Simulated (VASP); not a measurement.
Consider the following.

```
CdSe
1.0
    0.00000     3.09545     3.09545
    3.09545     0.00000     3.09545
    3.09545     3.09545     0.00000
Cd Se
1 1
Cartesian
  0.00000   0.00000   0.00000
  4.64317   4.64317   4.64317
```

Level of theory: PBE GGA, VASP's PBE PAW potentials (set 64) (plane waves; VASP 6.6.1). Numerical set-up: 300 eV cut-off, 6×6×6 Γ-centred mesh, Gaussian smearing of 0.010 eV, potentials Cd Se.

### Question
Give the energies of bands 7 to 11 at the high-symmetry points, in eV from the valence-band maximum.

### Answer

```
band     Γ      X      U      L      W
----  ----  -----  -----  -----  -----
7     0.00  -3.85  -3.78  -4.09  -3.75
8     0.00  -1.68  -2.30  -0.68  -2.05
9     0.00  -1.68  -1.38  -0.68  -2.00
10    0.49   3.23   3.70   2.32   4.80
11    5.92   3.69   5.04   6.42   5.22
```

The gap is direct, 0.49 eV, from the valence maximum at Γ to the conduction minimum at Γ.

The structure comes from a computed database's CdSe entry; how it stands against other phases isn't given here. The cell was not relaxed at this level.
